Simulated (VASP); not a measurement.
# XPS shifts in Zr16HC

Aim: how the core levels of Zr16HC differ from atom to atom, with and without the screening of the hole.

Calculated with VASP 6.6.1; PBE; plane waves and PAW (H, C, Zr_sv), in the first sound run; inputs show where later runs differ.

## (1) The starting structure

The cell holds 18 atoms: 1 H, 1 C and 16 Zr. Cell: a = 6.460 Å, b = 6.460 Å, c = 25.005 Å, α = 90.0°, β = 90.0°, γ = 60.0°. It derives from Zr. Adsorbate: added CH, site hcp, coverage in monolayers 0.25, cell 2x2, faces one. Regions: adsorbate, 2 atoms (1 H and 1 C); layer 1, 4 atoms (4 Zr); layer 2, 4 atoms (4 Zr); layer 3, 4 atoms (4 Zr); other layers, 4 atoms (4 Zr). Vacuum lies along c.

## (2) Relaxation

The free atoms are relaxed first inside the given cell, which is kept (ISIF = 0), since core levels depend on the positions.

INCAR

```
SYSTEM = Zr16HC
PREC = Normal
ENCUT = 400
EDIFF = 1E-05
NELM = 100
ISMEAR = 0
SIGMA = 0.1
LREAL = Auto
ALGO = Fast
GGA = PE
NBANDS = 122
LASPH = .TRUE.
LWAVE = .FALSE.
LCHARG = .FALSE.
NCORE = 8
IBRION = 2
NSW = 50
ISIF = 0
EDIFFG = -0.05
```

POSCAR

```
Zr16HC
1.0
    6.4600000000      0.0000000000      0.0000000000
    3.2300000000      5.5945241084      0.0000000000
    0.0000000000      0.0000000000     25.0050000000
H C Zr
1 1 16
Selective dynamics
Direct
    0.3343073770      0.3333333330      0.7000599880  T T T
    0.3347250510      0.3333333330      0.6560687860  T T T
    0.0000000000      0.0000000000      0.6100779840  T T T
    0.5000000000      0.0000000000      0.6100779840  T T T
    0.0000000000      0.5000000000      0.6100779840  T T T
    0.5000000000      0.5000000000      0.6100779840  T T T
    0.8333333330      0.3333333330      0.5066986600  T T T
    0.3333333330      0.3333333330      0.5066986600  T T T
    0.8333333330      0.8333333330      0.5066986600  T T T
    0.3333333330      0.8333333330      0.5066986600  T T T
    0.0000000000      0.0000000000      0.4033193360  F F F
    0.5000000000      0.0000000000      0.4033193360  F F F
    0.0000000000      0.5000000000      0.4033193360  F F F
    0.5000000000      0.5000000000      0.4033193360  F F F
    0.8333333330      0.3333333330      0.2999400120  F F F
    0.3333333330      0.3333333330      0.2999400120  F F F
    0.8333333330      0.8333333330      0.2999400120  F F F
    0.3333333330      0.8333333330      0.2999400120  F F F
```

KPOINTS

```
Automatic mesh
0
Gamma
3 3 1
0 0 0
```

Potentials, in the order of the species: H, C and Zr_sv (PBE family, release 64).

Run with:

```bash
> mpirun -np 8 vasp_std
```

The program printed:

```text
[banner, memory and clock lines left out]
running    8 mpi-ranks, on    1 nodes
 distrk:  each k-point on    8 cores,    1 groups
 distr:  one band on    8 cores,    1 groups

 POSCAR found type information on POSCAR H C Zr
 POSCAR found :  3 types and      18 ions
|                                                                             |
|           W    W    AA    RRRRR   N    N  II  N    N   GGGG   !!!           |
|           W    W   A  A   R    R  NN   N  II  NN   N  G    G  !!!           |
|           W    W  A    A  R    R  N N  N  II  N N  N  G       !!!           |
|           W WW W  AAAAAA  RRRRR   N  N N  II  N  N N  G  GGG   !            |
|           WW  WW  A    A  R   R   N   NN  II  N   NN  G    G                |
|           W    W  A    A  R    R  N    N  II  N    N   GGGG   !!!           |
|                                                                             |
|     For optimal performance we recommend to set                             |
|       NCORE = 2 up to number-of-cores-per-socket                            |
|     NCORE specifies how many cores store one orbital (NPAR=cpu/NCORE).      |
|     This setting can greatly improve the performance of VASP for DFT.       |
|     The default, NCORE=1 might be grossly inefficient on modern             |
|     multi-core architectures or massively parallel machines. Do your        |
|     Unfortunately you need to use the default for GW and RPA                |
|     calculations (for HF NCORE is supported but not extensively tested      |
|     yet).                                                                   |
|                                                                             |

 LDA part: xc-table for (Slater+PW92), standard interpolation
 POSCAR, INCAR and KPOINTS ok, starting setup
 FFT: planning ... GRIDC
 FFT: planning ... GRID_SOFT
 FFT: planning ... GRID
 WAVECAR not read
 entering main loop
       N       E                     dE             d eps       ncg     rms          rms(c)
DAV:   1     0.174869273938E+04    0.17487E+04   -0.91992E+04  1532   0.119E+03
DAV:   2     0.435288046128E+02   -0.17052E+04   -0.16635E+04  1390   0.394E+02
DAV:   3    -0.126641986423E+03   -0.17017E+03   -0.16591E+03  1920   0.824E+01
DAV:   4    -0.153915337134E+03   -0.27273E+02   -0.26990E+02  2120   0.318E+01
DAV:   5    -0.158476243259E+03   -0.45609E+01   -0.45500E+01  1928   0.944E+00    0.423E+01
RMM:   6    -0.174433182395E+03   -0.15957E+02   -0.13808E+02  1526   0.162E+01    0.206E+01
RMM:   7    -0.204797977659E+03   -0.30365E+02   -0.50427E+01  1556   0.105E+01    0.280E+01
RMM:   8    -0.161748137430E+03    0.43050E+02   -0.37382E+01  1615   0.835E+00    0.182E+01
RMM:   9    -0.142397375761E+03    0.19351E+02   -0.75517E+00  1515   0.482E+00    0.756E+00
RMM:  10    -0.142139287446E+03    0.25809E+00   -0.33345E+00  1639   0.292E+00    0.384E+00
RMM:  11    -0.142118002092E+03    0.21285E-01   -0.10433E+00  1680   0.165E+00    0.275E+00
RMM:  12    -0.141999023333E+03    0.11898E+00   -0.67037E-01  1706   0.141E+00    0.129E+00
RMM:  13    -0.141982494679E+03    0.16529E-01   -0.23218E-01  1805   0.900E-01    0.550E-01
RMM:  14    -0.141987028972E+03   -0.45343E-02   -0.10142E-01  1895   0.549E-01    0.287E-01
RMM:  15    -0.141990143339E+03   -0.31144E-02   -0.48182E-02  2013   0.318E-01    0.174E-01
RMM:  16    -0.141992413929E+03   -0.22706E-02   -0.21429E-02  2072   0.210E-01    0.105E-01
RMM:  17    -0.141994451796E+03   -0.20379E-02   -0.13399E-02  2044   0.160E-01    0.621E-02
RMM:  18    -0.141995576377E+03   -0.11246E-02   -0.72064E-03  2049   0.118E-01    0.452E-02
RMM:  19    -0.141996443698E+03   -0.86732E-03   -0.39765E-03  1971   0.918E-02    0.249E-02
RMM:  20    -0.141997103614E+03   -0.65992E-03   -0.28790E-03  1891   0.711E-02    0.210E-02
WARNING in EDDRMM: call to ZHEGV failed, returncode =   8  4     38
RMM:  21    -0.141997450929E+03   -0.34731E-03   -0.15278E-03  1800   0.564E-02    0.875E-03
WARNING in EDDRMM: call to ZHEGV failed, returncode =   6  3     22
WARNING in EDDRMM: call to ZHEGV failed, returncode =   6  3     38
RMM:  22    -0.141997659296E+03   -0.20837E-03   -0.10587E-03  1674   0.438E-02    0.855E-03
RMM:  23    -0.141997776011E+03   -0.11671E-03   -0.64374E-04  1607   0.345E-02    0.628E-03
RMM:  24    -0.141997890973E+03   -0.11496E-03   -0.41415E-04  1493   0.272E-02    0.411E-03
RMM:  25    -0.141998080595E+03   -0.18962E-03   -0.24978E-04  1347   0.220E-02    0.350E-03
RMM:  26    -0.141998170341E+03   -0.89746E-04   -0.19191E-04  1276   0.177E-02    0.226E-03
RMM:  27    -0.141998230831E+03   -0.60490E-04   -0.11214E-04  1097   0.146E-02    0.165E-03
RMM:  28    -0.141998259995E+03   -0.29164E-04   -0.81651E-05  1033   0.124E-02    0.118E-03
RMM:  29    -0.141998272146E+03   -0.12151E-04   -0.51108E-05   943   0.107E-02    0.109E-03
RMM:  30    -0.141998278972E+03   -0.68260E-05   -0.36096E-05   891   0.941E-03
   1 F= -.14199828E+03 E0= -.14193023E+03  d E =-.141998E+03
 curvature:   0.00 expect dE= 0.000E+00 dE for cont linesearch  0.000E+00
 trial: gam= 0.00000 g(F)=  0.736E-01 g(S)=  0.000E+00 ort = 0.000E+00 (trialstep = 0.100E+01)
 search vector abs. value=  0.736E-01
 bond charge predicted
       N       E                     dE             d eps       ncg     rms          rms(c)
DAV:   1    -0.142026361233E+03   -0.28089E-01   -0.15354E+01  1416   0.133E+01    0.617E-01
RMM:   2    -0.142072815797E+03   -0.46455E-01   -0.32309E-01  1301   0.188E+00    0.625E-01
RMM:   3    -0.142073921252E+03   -0.11055E-02   -0.59166E-02  1774   0.545E-01    0.649E-01
RMM:   4    -0.142063291313E+03    0.10630E-01   -0.21186E-02  1970   0.274E-01    0.333E-01
RMM:   5    -0.142059782608E+03    0.35087E-02   -0.65922E-03  1996   0.160E-01    0.173E-01
RMM:   6    -0.142059943079E+03   -0.16047E-03   -0.31229E-03  1980   0.113E-01    0.112E-01
RMM:   7    -0.142059774265E+03    0.16881E-03   -0.13475E-03  1970   0.834E-02    0.358E-02
WARNING in EDDRMM: call to ZHEGV failed, returncode =   8  4    102
RMM:   8    -0.142059830928E+03   -0.56663E-04   -0.68491E-04  1871   0.551E-02    0.138E-02
RMM:   9    -0.142059873606E+03   -0.42678E-04   -0.39088E-04  1757   0.406E-02    0.106E-02
WARNING in EDDRMM: call to ZHEGV failed, returncode =   8  4     28
WARNING in EDDRMM: call to ZHEGV failed, returncode =   6  3     39
RMM:  10    -0.142059901477E+03   -0.27871E-04   -0.25750E-04  1547   0.319E-02    0.682E-03
WARNING in EDDRMM: call to ZHEGV failed, returncode =   8  4     30
RMM:  11    -0.142059920737E+03   -0.19260E-04   -0.15326E-04  1425   0.253E-02    0.337E-03
RMM:  12    -0.142059933301E+03   -0.12564E-04   -0.10491E-04  1282   0.206E-02    0.252E-03
RMM:  13    -0.142059940479E+03   -0.71784E-05   -0.63600E-05  1205   0.168E-02
   2 F= -.14205994E+03 E0= -.14199593E+03  d E =-.616615E-01
[...]
WARNING in EDDRMM: call to ZHEGV failed, returncode =   8  4     70
[...]
WARNING in EDDRMM: call to ZHEGV failed, returncode =   6  3     30
[...]
WARNING in EDDRMM: call to ZHEGV failed, returncode =   8  4     41
[...]
WARNING in EDDRMM: call to ZHEGV failed, returncode =   6  3     89
[...]
WARNING in EDDRMM: call to ZHEGV failed, returncode =   8  4     34
[...]
WARNING in EDDRMM: call to ZHEGV failed, returncode =   6  3     76
[... from here on, the cycles between the ionic steps are left out ...]
   3 F= -.14208499E+03 E0= -.14202658E+03  d E =-.867123E-01
[...]
WARNING in EDDRMM: call to ZHEGV failed, returncode =   6  3     98
[...]
WARNING in EDDRMM: call to ZHEGV failed, returncode =   6  3    101
   4 F= -.14210544E+03 E0= -.14204601E+03  d E =-.107165E+00
[...]
WARNING in EDDRMM: call to ZHEGV failed, returncode =   6  3     50
WARNING in EDDRMM: call to ZHEGV failed, returncode =   8  4     53
[...]
WARNING in EDDRMM: call to ZHEGV failed, returncode =   8  4     65
   5 F= -.14209962E+03 E0= -.14204184E+03  d E =0.582604E-02
[...]
WARNING in EDDRMM: call to ZHEGV failed, returncode =   8  4     54
   6 F= -.14211991E+03 E0= -.14206151E+03  d E =-.144629E-01
[...]
WARNING in EDDRMM: call to ZHEGV failed, returncode =   6  3     74
[...]
WARNING in EDDRMM: call to ZHEGV failed, returncode =   8  4     45
   7 F= -.14213037E+03 E0= -.14207185E+03  d E =-.104668E-01
[...]
WARNING in EDDRMM: call to ZHEGV failed, returncode =   6  3     93
   8 F= -.14213224E+03 E0= -.14207317E+03  d E =-.123333E-01
   9 F= -.14213245E+03 E0= -.14207350E+03  d E =-.125446E-01
  10 F= -.14213617E+03 E0= -.14207709E+03  d E =-.372332E-02
[...]
WARNING in EDDRMM: call to ZHEGV failed, returncode =   8  4     43
  11 F= -.14213844E+03 E0= -.14207895E+03  d E =-.598644E-02
[...]
WARNING in EDDRMM: call to ZHEGV failed, returncode =   6  3     92
  12 F= -.14213941E+03 E0= -.14207936E+03  d E =-.971785E-03
  13 F= -.14213971E+03 E0= -.14207984E+03  d E =-.127366E-02
  14 F= -.14214179E+03 E0= -.14208125E+03  d E =-.207640E-02
  15 F= -.14214238E+03 E0= -.14208106E+03  d E =-.266746E-02
  16 F= -.14214241E+03 E0= -.14208117E+03  d E =-.269785E-02
  17 F= -.14214284E+03 E0= -.14208144E+03  d E =-.428373E-03
  18 F= -.14214288E+03 E0= -.14208141E+03  d E =-.474673E-03
  19 F= -.14214323E+03 E0= -.14208164E+03  d E =-.350042E-03
 ZBRENT: can't locate minimum, use default step
 trial-energy change:   -0.000350  1 .order   -0.000344   -0.000372   -0.000317
 step:   1.1348(harm=  1.9130)  dis= 0.00982  next Energy=  -142.144138 (dE=-0.125E-02)
 bond charge predicted
       N       E                     dE             d eps       ncg     rms          rms(c)
DAV:   1    -0.142142081673E+03    0.11503E-02   -0.94593E-01  1232   0.336E+00    0.125E-01
RMM:   2    -0.142144060413E+03   -0.19787E-02   -0.17654E-02  1225   0.472E-01    0.104E-01
RMM:   3    -0.142144189321E+03   -0.12891E-03   -0.38922E-03  1669   0.133E-01    0.100E-01
RMM:   4    -0.142144420214E+03   -0.23089E-03   -0.88115E-04  1881   0.586E-02    0.108E-01
RMM:   5    -0.142143966323E+03    0.45389E-03   -0.20668E-04  1836   0.307E-02    0.467E-02
RMM:   6    -0.142143982949E+03   -0.16626E-04   -0.18633E-04  1760   0.295E-02    0.175E-02
RMM:   7    -0.142143982145E+03    0.80457E-06   -0.74256E-05  1593   0.182E-02
  20 F= -.14214398E+03 E0= -.14208209E+03  d E =-.109796E-02
 curvature:  -3.68 expect dE=-0.180E-02 dE for cont linesearch -0.272E-03
 trial: gam= 0.05019 g(F)=  0.490E-03 g(S)=  0.000E+00 ort = 0.694E-03 (trialstep = 0.454E+00)
 search vector abs. value=  0.576E-03
 reached required accuracy - stopping structural energy minimisation
```

It took 7.2 min on 8 MPI ranks of AMD EPYC 7R32 (Zen 2), shared host; peak memory 1.2 GiB; 55 min of CPU time.

The logs omit lines about the potential files and the build; timing stands in the text.

(Part 1 of 5 ends here.)

[Lines on the potential files, build, host, timing and source positions are cut from VASP's logs without a mark.]

[Logs are printed without paths, hosts, clocks, repeated set-up lines and the standing remarks that a program may print on its own settings, such as how far it seeks lower states.]

[Hosts, paths, dates, database ids (printed as entryN), source tags and the programs' standing remarks are cut or masked in the printed files.]
